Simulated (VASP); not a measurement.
OSZICAR of a VASP run on Ga₃₅CN₃₅:

OSZICAR:
```
       N       E                     dE             d eps       ncg     rms          rms(c)
DAV:   1    -0.424493161912E+03   -0.42449E+03   -0.11720E-04   976   0.242E-02    0.286E-02
RMM:   2    -0.424493160625E+03    0.12865E-05   -0.12487E-04   781   0.137E-02    0.347E-02
RMM:   3    -0.424493139114E+03    0.21511E-04   -0.26701E-05   721   0.932E-03    0.502E-03
RMM:   4    -0.424493139444E+03   -0.33050E-06   -0.72439E-06   698   0.423E-03
   1 F= -.42449314E+03 E0= -.42448873E+03  d E =-.882336E-02  mag=     1.0000
```

Task: Which electronic solver shows in the log?

Result: It is blocked Davidson (ALGO = Normal, or the opening steps of other solvers) and then RMM-DIIS (ALGO = Fast or VeryFast). The INCAR had ALGO = Fast.

Task: How was spin treated?

Result: Collinear spin (ISPIN = 2): the summary line carries one mag value, 1.00 μB in the cell.

Task: Can the final energy be trusted as converged?

Result: The calculation finished and met its thresholds. It stopped with EDIFF = 1E-6, NELM = 100 (PBE GGA, plane waves, VASP's PBE PAW potentials (set 64)).  The cell is charged, with a uniform compensating background.  The supercell is sampled at Γ alone, which is coarse: total energies, pressure and levels can be off, energies of defects by several tenths of an eV.

The cell is a supercell with a defect, built from GaN (wurtzite): C_N-vac_Ga, charge +1. The total moment is imposed (NUPDOWN), so this need not be the lowest spin state.
